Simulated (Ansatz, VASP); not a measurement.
**Ru in two plane-wave programs**

One calculation is typed for both programs; each brings its own data sets and cutoff. How far apart do they land?

Calculated with Ansatz 0.2.0; plane waves, with VASP 6.6.1 beside it; relaxation of cell and atoms at PBEsol.

## (1) Starting point

The structure is hexagonal, space group P6_3/mmc (No. 194). The conventional cell has a = 2.689 Å, b = 2.689 Å, c = 4.252 Å, α = 90.00°, β = 90.00°, γ = 120.00°. Nearest to Ru lie 12 Ru at 2.63 to 2.69 Å.

Structure file:

```xyz
2
Lattice="2.6888 0.0000 0.0000 -1.3444 2.3286 0.0000 0.0000 0.0000 4.2519" Properties=species:S:1:pos:R:3 pbc="T T T"
Ru    0.0000    0.0000    0.0000
Ru    0.0000    1.5524    2.1259
```

## (2) VASP: relaxation of cell and atoms, PBEsol

The relaxed volume is the usual yardstick between codes: its relative difference is about their pressure difference at one cell divided by the bulk modulus.

Lines of VASP's logs that name or quote its potential files are left out, and so is its time.

File INCAR:

```
SYSTEM = Ru
PREC = Accurate
ENCUT = 450
EDIFF = 1E-07
NELM = 120
ISMEAR = 1
SIGMA = 0.15
LREAL = .FALSE.
ALGO = Normal
GGA = PS
NBANDS = 20
LASPH = .TRUE.
LORBIT = 11
LWAVE = .FALSE.
LCHARG = .FALSE.
KPAR = 8
IBRION = 2
NSW = 40
ISIF = 3
EDIFFG = -0.005
POTIM = 0.4
```

File POSCAR:

```
Ru
1.0
    2.6888022723      0.0000000000      0.0000000000
   -1.3444011362      2.3285710736      0.0000000000
    0.0000000000      0.0000000000      4.2518787864
Ru
2
Direct
    0.0000000000      0.0000000000      0.0000000000
    0.3333333333      0.6666666667      0.5000000000
```

File KPOINTS:

```
Automatic mesh
0
Gamma
18 18 10
0 0 0
```

PAW data sets: Ru_pv (PBE family, release 64).

The run is started by

```console
> mpirun -np 8 vasp_std
```

Numbers of over 12 decimals in the logs are rounded to 6 here.

Output:

```text
[banner, memory and clock lines left out]
running    8 mpi-ranks, on    1 nodes
 distrk:  each k-point on    1 cores,    8 groups
 distr:  one band on    1 cores,    1 groups

 POSCAR found type information on POSCAR Ru
 POSCAR found :  1 types and       2 ions
|                                                                             |
|           W    W    AA    RRRRR   N    N  II  N    N   GGGG   !!!           |
|           W    W   A  A   R    R  NN   N  II  NN   N  G    G  !!!           |
|           W    W  A    A  R    R  N N  N  II  N N  N  G       !!!           |
|           W WW W  AAAAAA  RRRRR   N  N N  II  N  N N  G  GGG   !            |
|           WW  WW  A    A  R   R   N   NN  II  N   NN  G    G                |
|           W    W  A    A  R    R  N    N  II  N    N   GGGG   !!!           |
|                                                                             |
|     For optimal performance we recommend to set                             |
|       NCORE = 2 up to number-of-cores-per-socket                            |
|     NCORE specifies how many cores store one orbital (NPAR=cpu/NCORE).      |
|     This setting can greatly improve the performance of VASP for DFT.       |
|     The default, NCORE=1 might be grossly inefficient on modern             |
|     multi-core architectures or massively parallel machines. Do your        |
|     Unfortunately you need to use the default for GW and RPA                |
|     calculations (for HF NCORE is supported but not extensively tested      |
|     yet).                                                                   |
|                                                                             |

|                                                                             |
|               ----> ADVICE to this user running VASP <----                  |
|                                                                             |
|     You enforced a specific xc type in the INCAR file but a different       |
|     [... a line on the potential file left out ...]
|     I HOPE YOU KNOW WHAT YOU ARE DOING!                                     |
|                                                                             |

 LDA part: xc-table for (Slater+PW92), standard interpolation
 POSCAR, INCAR and KPOINTS ok, starting setup
 FFT: planning ... GRIDC
 FFT: planning ... GRID_SOFT
 FFT: planning ... GRID
 WAVECAR not read
 entering main loop
       N       E                     dE             d eps       ncg     rms          rms(c)
DAV:   1     0.264080209829E+03    0.26408E+03   -0.15697E+04  8888   0.138E+03
DAV:   2    -0.163303267619E+02   -0.28041E+03   -0.27271E+03  9120   0.436E+02
DAV:   3    -0.218820655247E+02   -0.55517E+01   -0.55008E+01 10268   0.683E+01
DAV:   4    -0.219276572389E+02   -0.45592E-01   -0.45547E-01 10900   0.598E+00
DAV:   5    -0.219286065596E+02   -0.94932E-03   -0.94756E-03 10252   0.712E-01    0.202E+01
DAV:   6    -0.204401068697E+02    0.14885E+01   -0.34154E+00 10388   0.186E+01    0.527E+00
DAV:   7    -0.203502320091E+02    0.89875E-01   -0.59778E-01 10240   0.568E+00    0.101E+00
DAV:   8    -0.203421143953E+02    0.81176E-02   -0.25347E-02 10020   0.119E+00    0.410E-01
DAV:   9    -0.203405580598E+02    0.15563E-02   -0.27848E-03 10100   0.595E-01    0.459E-02
DAV:  10    -0.203405408201E+02    0.17240E-04   -0.18528E-04 10024   0.139E-01    0.251E-02
DAV:  11    -0.203405427031E+02   -0.18830E-05   -0.43803E-06 10372   0.198E-02    0.166E-03
DAV:  12    -0.203405426625E+02    0.40631E-07   -0.28725E-07  9824   0.493E-03
   1 F= -.20340543E+02 E0= -.20340229E+02  d E =-.203405E+02
 curvature:   0.00 expect dE= 0.000E+00 dE for cont linesearch  0.000E+00
 trial: gam= 0.00000 g(F)=  0.212E-48 g(S)=  0.643E-06 ort = 0.000E+00 (trialstep = 0.100E+01)
 search vector abs. value=  0.643E-06
 reached required accuracy - stopping structural energy minimisation
```

OUTCAR, selected parts (step 2):

```text
ion  position               nearest neighbor table
   1  0.000  0.000  0.000-   2 2.63   2 2.63   2 2.63   2 2.63   2 2.63   2 2.63
   2  0.333  0.667  0.500-   1 2.63   1 2.63   1 2.63   1 2.63   1 2.63   1 2.63

  LATTYP: Found a hexagonal cell.
 ALAT       =     2.6888022723
 C/A-ratio  =     1.5813281736

 Subroutine GETGRP returns: Found 24 space group operations
 (whereof 12 operations were pure point group operations)

The static configuration has the point symmetry D_3h.
 The point group associated with its full space group is D_6h.

 Found    222 irreducible k-points:

   k-points           NKPTS =    222   k-points in BZ     NKDIM =    222   number of bands    NBANDS=     20

   dimension x,y,z NGX =    20 NGY =   20 NGZ =   30
   dimension x,y,z NGXF=    40 NGYF=   40 NGZF=   60

   ENCUT  =  450.0 eV  33.07 Ry    5.75 a.u.   4.65  4.65  7.35*2*pi/ulx,y,z

   NELECT =      28.0000    total number of electrons

 k-points in reciprocal lattice and weights: Automatic mesh
   0.00000000  0.00000000  0.00000000       0.000
   0.05555556  0.00000000  0.00000000       0.002
   0.11111111  0.00000000  0.00000000       0.002
   0.16666667  0.00000000  0.00000000       0.002
   0.22222222 -0.00000000  0.00000000       0.002
   0.27777778  0.00000000  0.00000000       0.002
   0.33333333  0.00000000  0.00000000       0.002
   0.38888889  0.00000000  0.00000000       0.002
   0.44444444 -0.00000000  0.00000000       0.002
[...]
0.33333333  0.27777778  0.50000000       0.004
   0.33333333  0.33333333  0.50000000       0.001

 average (electrostatic) potential at core
       1 -66.7873       2 -66.7873

 E-fermi :  13.0562

 k-point     1 :       0.0000    0.0000    0.0000
  band No.  band energies     occupation
    ...
     11      10.5713      2.00000
     12      11.0911      2.00000
     13      11.0911      2.00000
     14      11.6291      2.00000
     15      11.6291      2.00000
     16      14.2961     -0.00000
     17      14.2961     -0.00000
     18      14.3308     -0.00000
     19      23.2868      0.00000
     20      23.3300      0.00000

 k-point     2 :       0.0556    0.0000    0.0000
  band No.  band energies     occupation
    ...
     11      10.7921      2.00000
     12      11.0378      2.00000
     13      11.1796      2.00000
     14      11.5128      2.00000
     15      11.5546      2.00000
     16      13.1768      0.01810
     17      14.3433     -0.00000
     18      15.6073     -0.00000
     19      23.2851      0.00000
     20      23.3322      0.00000

 k-point     3 :       0.1111    0.0000    0.0000
  band No.  band energies     occupation
    ...
     12      11.0828      2.00000
     13      11.1354      2.00000
     14      11.3560      2.00000
     15      11.4402      2.00000
     16      12.3523      2.00000
     17      14.4635     -0.00000
     18      16.9908      0.00000
     19      23.2768      0.00000
     20      23.3279      0.00000

  Total        0.0036411      0.0036411      0.0026077     -0.0000000      0.0000000      0.0000000
  in kB        0.2191376      0.2191376      0.1569421     -0.0000000      0.0000000      0.0000000
  external PRESSURE =       0.1984058 kB  Pullay stress =       0.0000000 kB

  energy-cutoff  :      450.00
  volume of cell :       26.62
      direct lattice vectors                 reciprocal lattice vectors
     2.688802272  0.000000000  0.000000000     0.371912807  0.214723959  0.000000000
    -1.344401136  2.328571074  0.000000000     0.000000000  0.429447918  0.000000000
     0.000000000  0.000000000  4.251878786     0.000000000  0.000000000  0.235190148

 POSITION                                       TOTAL-FORCE (eV/Angst)
 -----------------------------------------------------------------------------------
      0.00000      0.00000      0.00000         0.000000     -0.000000      0.000000
     -0.00000      1.55238      2.12594        -0.000000      0.000000      0.000000
 -----------------------------------------------------------------------------------
    total drift:                                0.000000     -0.000000     -0.000000

  FREE ENERGIE OF THE ION-ELECTRON SYSTEM (eV)
  ---------------------------------------------------
  free  energy   TOTEN  =       -20.3405426625 eV

  energy  without entropy=      -20.3396025067  energy(sigma->0) =      -20.34022928

 reached required accuracy - stopping structural energy minimisation

 total charge
# of ion       s       p       d       tot
------------------------------------------
    1        0.412   6.329   5.966  12.706
    2        0.412   6.329   5.966  12.706
--------------------------------------------------
tot          0.823  12.658  11.931  25.413

[... 3 further parts left out ...]
```

The run keeps the 24 symmetry operations of its start, so it cannot find a distortion of lower symmetry.

## (3) Ansatz: relaxation of cell and atoms, PBEsol

Ansatz runs on its default PAW (the set named soft_2) files.

The same cell, functional, mesh and smearing now go to Ansatz, which takes its cutoff from its data sets.

File input.yaml:

```yaml
crystal:
  lattice:
    - [2.6888022723, 0.0, 0.0]
    - [-1.3444011362, 2.3285710736, 0.0]
    - [0.0, 0.0, 4.2518787864]
  atoms:
    - { symbol: Ru, position: [0.0, 0.0, 0.0] }
    - { symbol: Ru, position: [0.3333333333, 0.6666666667, 0.5] }
hamiltonian:
  xc: pbesol
  pseudopotentials: { kind: paw }
kpoints:
  mp_grid: { grid: [18, 18, 10] }
scf:
  occupations: { method: methfessel_paxton, width: 0.15 }
relax:
  f_tol: 0.01
  max_steps: 60
  cell: { stress_tol: 0.05 }
output:
  forces: true
  stress: true
```

The run is started by

```console
> ansatz run input.yaml --threads 4 --pin off --max-ram 9216MiB --backend cpu --events-out ev --progress --plain --runs-dir out
```

Output:

```text
Engine: ansatz 0.2.0, aarch64-unknown-linux-gnu
Pseudopotentials: kind: paw
Pseudopotential: Ru, paw, valence charge 16, recommended cutoff 420 eV (normal), Ru.paw.azcp
Functional definition: PBEsol
  exchange = pbesol_x
  correlation = pbesol_c
Crystal: 2 atoms, lattice volume = 26.621 Å³
Basis set: ecut = 420 eV, 537 PW (Γ), exchange–correlation on 36×36×60 points (8 copies of the dense FFT grid, shifted against one another)
Bands: 20, of which v1, the nominal top of the filled ones, is band 16 counted from 1 (15 counted from 0)
Symmetry: 24 space group operations
Space group: P63/mmc (ITA 194), of the structure as read, at distance tolerance 3.0e-5 Å
k-points: 222 of 3240
Non-local potential: Ru, projectors of the file, l = 0: 3, l = 1: 2, l = 2: 2, l = 3: 1
PAW form: soft (Blöchl's): semilocal exchange-correlation on the pseudo side does not see the compensation charge
PAW frozen core: Ru, regenerated for the run's functional, and the local potential with it (the file was generated under x = pbe(κ = 0.804, μ = 0.219515), c = pbe(β = 0.066725))
PAW one-centre angular grid: Ru, 590 points (default); XC on 64 Gauss nodes
Initial density: superposition of atomic densities (neutral atoms: chi_scale 0, normalization atom), corrected by the library's trained network
Initial wavefunctions: pseudopotential atomic-orbital guess
Functional: x = pbesol(κ = 0.804, μ = 0.123457), c = pbesol(β = 0.046)
SCF iter   1: F=—  HF=-11633.010939 eV  |F-HF|=—  |Δ(HF+E_count)|=         —  Δρ=1.07e-2  dr2=1.85e-2  ethr=1.77e-3  ⟨swp⟩=5.0  Hψ=17343  notcnv=0
preconditioner: auto → none  [metal: Δε(μ)=0.010 eV  Ē_g=6.025 eV  σ=0.150 eV  W_gap=0.06  n_scr=8 (ndim 8)  ℏωp=28.8 eV  f_vac=0.000  D(μ)=1.77/eV (n_scr^D=22)  sad-step TF]
SCF iter   2: F=—  HF=-11633.008060 eV  |F-HF|=—  |Δ(HF+E_count)|=   2.88e-3  S|Δr|=    0.00e0  Δρ=5.56e-3  dr2=4.61e-3  ethr=5.78e-5  ⟨swp⟩=2.7  Hψ=7972  notcnv=0
SCF iter   3: F=—  HF=-11633.007254 eV  |F-HF|=—  |Δ(HF+E_count)|=   8.05e-4  S|Δr|=    0.00e0  Δρ=3.81e-4  dr2=1.18e-5  ethr=1.44e-5  ⟨swp⟩=2.0  Hψ=6198  notcnv=0
SCF iter   4: F=—  HF=-11633.007295 eV  |F-HF|=—  |Δ(HF+E_count)|=   4.06e-5  S|Δr|=    0.00e0  Δρ=8.82e-5  dr2=1.35e-6  ethr=3.69e-8  ⟨swp⟩=2.0  Hψ=7987  notcnv=0
SCF iter   5: F=-11633.007295 eV  HF=-11633.007295 eV  |F-HF|=2.40e-8  |Δ(HF+E_count)|=   2.80e-7  S|Δr|=    0.00e0  Δρ=1.91e-5  dr2=3.99e-8  ethr=3.13e-10  ⟨swp⟩=3.0  Hψ=19719  notcnv=0
SCF 1 converged in 5 iterations: F = -11633.007295 eV  dr2 = 3.99e-8
  greatest PAW one-centre occupation: 0.998 electrons in one spin orbital (limit 2), on the Ru atom at site 1 (counted from 0), in its partial waves of l = 0
relax step   1: F+E_penalty+E_count = -11633.00729478 eV  Δ(F+E_penalty+E_count) = +0.000e0 eV  max|allowed force component| = 4.626e-17 eV/Å  Δτ_max = 0.0000 Å  P = +0.159 GPa  Ω = 26.621 Å³  (5 SCF iters, dr2 threshold 1.00e-7 eV, accepted)
[...]
relax step   2: F+E_penalty+E_count = -11633.00728719 eV  Δ(F+E_penalty+E_count) = +7.587e-6 eV  max|allowed force component| = 1.388e-17 eV/Å  Δτ_max = 0.0000 Å  P = -0.165 GPa  Ω = 26.646 Å³  energy of the carried Pulay correction = -7.063e-6 eV  (3 SCF iters, dr2 threshold 6.93e-8 eV, rejected (line search))
[...]
relax step   3: F+E_penalty+E_count = -11633.00729746 eV  Δ(F+E_penalty+E_count) = -2.681e-6 eV  max|allowed force component| = 3.932e-17 eV/Å  Δτ_max = 0.0000 Å  P = -0.000 GPa  Ω = 26.634 Å³  energy of the carried Pulay correction = -3.459e-6 eV  (4 SCF iters, accepted)
[...]
relax step   4: F+E_penalty+E_count = -11633.00730110 eV  Δ(F+E_penalty+E_count) = -3.642e-6 eV  max|allowed force component| = 4.857e-17 eV/Å  Δτ_max = 0.0000 Å  P = -0.000 GPa  Ω = 26.634 Å³  stress off target by 2.67e-4 GPa  SCF on the basis re-selected at this cell (its energy is not comparable with the rows above)  (3 SCF iters)
basis re-selected at this cell: Δ(F+E_penalty+E_count) = -3.642e-6 eV, ΔP = -0.000 GPa vs the last step (what re-selecting the basis moved, of the pressure what is left beyond the Pulay correction that the steps carried, after the strain that the cell walked since its last selection, with what the two solves' SCF thresholds leave and, on support functions, any second-order correction that the steps lacked; it is no m [...]
SCF converged after 3 iterations
Stability not checked: this state was not tested for a lower state beside it, because cold or Methfessel-Paxton smearing, or corrected tetrahedra, fill the levels in a way that the test cannot read (fill_not_monotonic; see scf.lower_state_search)
Free energy (F): -11633.007301 eV
Harris-Foulkes:  -11633.007301 eV  (|F-HF|=1.82e-12)
Internal energy: -11633.006357 eV  (E = F + TS)
E sigma→0 (E₀):  -11633.007065 eV
Entropy (-TS):   -0.000944 eV (-0.472 meV/atom)
Fermi energy:    23.930716 eV
--- Per-component energies (eV) ---
  E_band       = -93.945821
  E_kinetic    = 1029.573763
  E_local      = -2475.986641  (includes V_loc(G=0)·N_el)
  E_nonlocal   = 689.357438
  E_hartree    = 793.068575
  E_xc         = -379.681682
  E_vxc        = -478.340671  (∫ρ·V_xc dr)
  E_paw        = -6798.798257  (= ΣΔE_a)
  E_vpaw       = -444.686337  (= ΣTr[D̂ρ^β])
  E_aug_tail   = -0.000439  (compensation charges beyond the density's cutoff)
  E_ewald      = -4491.045706
  E_core_change = 0.506592  (= ΣΔE_core)
  E_smearing   = -0.000944  (= −TS)
  E_closure    = -0.000000  (closes the sum)
  Σ components = -11633.007301   (vs F -11633.007301, Δ=0.00e0)
--- Forces (eV/Å), atoms counted from 1 ---
  atom   1  Ru    -0.00000000     0.00000000    -0.00000000
  atom   2  Ru     0.00000000    -0.00000000     0.00000000
  max |Σ_I F_I| component: 1.85e-17 eV/Å
--- Stress (GPa, compression-positive) ---
       -0.000267       0.000000       0.000000
       -0.000000      -0.000267      -0.000000
        0.000000      -0.000000      -0.000165
  P = ⅓ Tr σ = -0.0002 GPa (-0.002 kbar)
--- Relaxed structure (3 steps of the walk, 2 accepted, 1 SCFs on fresh bases) ---
  F+E_penalty+E_count = -11633.00730110 eV   max|allowed force component| = 4.857e-17 eV/Å   (the final SCF, on the basis selected at the relaxed cell)
  cell:  # Å, volume = 26.6335 Å³
    - [2.689278, 2.8872600966677978e-11, 0.0]
    - [-1.344639, 2.328983, 0.0]
    - [0.0, 0.0, 4.252324]
  atoms:
    - { symbol: Ru, position: [9.25185853962002e-18, -5.088522196306341e-17, 0.0] }
    - { symbol: Ru, position: [0.333333, 0.666667, 0.500000] }
```

It took 7.9 s on 4 threads of Arm Neoverse N1, shared host; peak memory 0.39 GiB.

## (4) Differences

Known differences besides the potentials themselves: both relaxations stop at a tolerance, which leaves soft axes loose, and VASP keeps its plane-wave basis; the data sets hold 32 valence electrons in Ansatz (default PAW (the set named soft_2) files) and 28 in VASP; the cutoff is 420 eV in Ansatz and 450 eV in VASP; Ansatz makes its cores anew for this functional, VASP keeps those of its PBE data sets; Ansatz adds a Pulay correction to the stress that steers its cell, VASP none. Total energies have different zeros and are not compared.

Compared:

```
                                         quantity  Ansatz   VASP  difference
                                      volume (Å³)   26.63  26.62     +0.05 %
edge a after relaxation, in the typed setting (Å)   2.689  2.689     +0.02 %
edge c after relaxation, in the typed setting (Å)   4.252  4.252     +0.01 %
```

The walks stopped with 0.00 GPa left in Ansatz and 0.02 GPa in VASP; each walk ends within a tolerance, so the volume difference is uncertain by about these residues over the bulk modulus, most in soft cells.

## (5) Results

* difference in volume (relaxation of cell and atoms, PBEsol): 0.046 %

In words: The difference in volume is 0.046 % (relaxation of cell and atoms, PBEsol), within the 1.2 % picked in this series as the mark of a large difference, as far as the stopping tolerances let one tell. How closely two codes agree says nothing of how well the functional describes the real material.

[Lines on the potential files, build, host, timing and source positions are cut from VASP's logs without a mark.]

[Logs are printed without paths, hosts, clocks, repeated set-up lines and the standing remarks that a program may print on its own settings, such as how far it seeks lower states.]

[Hosts, paths, dates, database ids (printed as entryN), source tags and the programs' standing remarks are cut or masked in the printed files.]
